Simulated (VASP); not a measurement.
Computed with r2SCAN meta-GGA, VASP's PBE PAW potentials (set 64) (plane waves; VASP).

The input files of a VASP run:

### KPOINTS
```
Automatic mesh
0
Gamma
10 10 10
0 0 0
```

File POSCAR:
```
LiF
3.979350
  0.0000000000   0.4999999530   0.4999999530
  0.4999999530   0.0000000000   0.4999999530
  0.4999999530   0.4999999530   0.0000000000
Li F
1 1
Cart
  0.0000000000   0.0000000000   0.0000000000
  0.4999999530   0.4999999530   0.4999999530
```

INCAR:
```
! general
SYSTEM   =  LiF
PREC     =  Accurate
ENCUT    =  600
LREAL    =  .FALSE.
LASPH    =  .TRUE.

! electronic loop
EDIFF    =  1E-7
NELM     =  100
ALGO     =  Normal
LMIXTAU  =  .TRUE.

! smearing
ISMEAR   =  0
SIGMA    =  0.05

! functional
METAGGA  =  R2SCAN

! ions
ISIF     =  2

! output
LWAVE    =  .FALSE.
LCHARG   =  .FALSE.
```

POTCAR, in this order: Li_sv F (PBE.64 set). Program: vasp_std.

Output of the run:

OSZICAR:
```
       N       E                     dE             d eps       ncg     rms          rms(c)
DAV:   1     0.336406206448E+02    0.33641E+02   -0.65547E+03   878   0.130E+03
DAV:   2    -0.137157402087E+02   -0.47356E+02   -0.44871E+02   933   0.233E+02
DAV:   3    -0.149596494759E+02   -0.12439E+01   -0.12415E+01  1088   0.373E+01
DAV:   4    -0.149772591280E+02   -0.17610E-01   -0.17567E-01  1137   0.421E+00
DAV:   5    -0.149773863464E+02   -0.12722E-03   -0.12721E-03  1128   0.257E-01    0.388E+00
DAV:   6    -0.118775109826E+02    0.30999E+01   -0.46942E-01  1101   0.721E+00    0.189E+00
DAV:   7    -0.130368657609E+02   -0.11594E+01   -0.32457E+00   958   0.161E+01    0.293E+00
DAV:   8    -0.120003571669E+02    0.10365E+01   -0.44730E-01   859   0.668E+00    0.140E+00
DAV:   9    -0.117605571938E+02    0.23980E+00   -0.53372E-01   850   0.761E+00    0.108E+00
DAV:  10    -0.119025099777E+02   -0.14195E+00   -0.23295E-01   846   0.564E+00    0.749E-02
DAV:  11    -0.119073075291E+02   -0.47976E-02   -0.34739E-03   850   0.983E-01    0.787E-02
DAV:  12    -0.119073403503E+02   -0.32821E-04   -0.31837E-03   871   0.674E-01    0.999E-02
DAV:  13    -0.119075997896E+02   -0.25944E-03   -0.12782E-03   857   0.455E-01    0.135E-02
DAV:  14    -0.119078152398E+02   -0.21545E-03   -0.89201E-05   851   0.152E-01    0.248E-03
DAV:  15    -0.119078150233E+02    0.21654E-06   -0.11255E-06  1170   0.155E-02    0.248E-03
DAV:  16    -0.119078181941E+02   -0.31709E-05   -0.60373E-07   887   0.984E-03    0.257E-04
DAV:  17    -0.119078174110E+02    0.78310E-06   -0.20002E-07   873   0.712E-03    0.898E-05
DAV:  18    -0.119078181490E+02   -0.73799E-06   -0.82014E-09   543   0.147E-03    0.419E-05
DAV:  19    -0.119078179680E+02    0.18099E-06   -0.84888E-10   451   0.504E-04    0.258E-05
DAV:  20    -0.119078180801E+02   -0.11212E-06   -0.27032E-10   445   0.251E-04    0.247E-05
DAV:  21    -0.119078180350E+02    0.45122E-07   -0.49761E-11   443   0.970E-05
   1 F= -.11907818E+02 E0= -.11907818E+02  d E =-.959690E-11
```

OUTCAR:
```
------------------------ aborting loop because EDIFF is reached ----------------------------------------
  FORCE on cell =-STRESS in cart. coord.  units (eV):
  Direction    XX          YY          ZZ          XY          YZ          ZX
  --------------------------------------------------------------------------------------
  Total       -0.0321235     -0.0321235     -0.0321235      0.0000000      0.0000000     -0.0000000
  in kB       -3.2670636     -3.2670636     -3.2670636      0.0000000      0.0000000     -0.0000000
  external PRESSURE =      -3.2670636 kB  Pullay stress =       0.0000000 kB
  volume of cell :       15.75
      direct lattice vectors                 reciprocal lattice vectors
     0.000000000  1.989674813  1.989674813    -0.251297346  0.251297346  0.251297346
     1.989674813  0.000000000  1.989674813     0.251297346 -0.251297346  0.251297346
     1.989674813  1.989674813  0.000000000     0.251297346  0.251297346 -0.251297346
  FREE ENERGIE OF THE ION-ELECTRON SYSTEM (eV)
  ---------------------------------------------------
  free  energy   TOTEN  =       -11.9078180350 eV

  energy  without entropy=      -11.9078180350  energy(sigma->0) =      -11.90781804
```
(Selected blocks of OUTCAR.)

The compound is LiF in the rock salt structure. It was relaxed first.
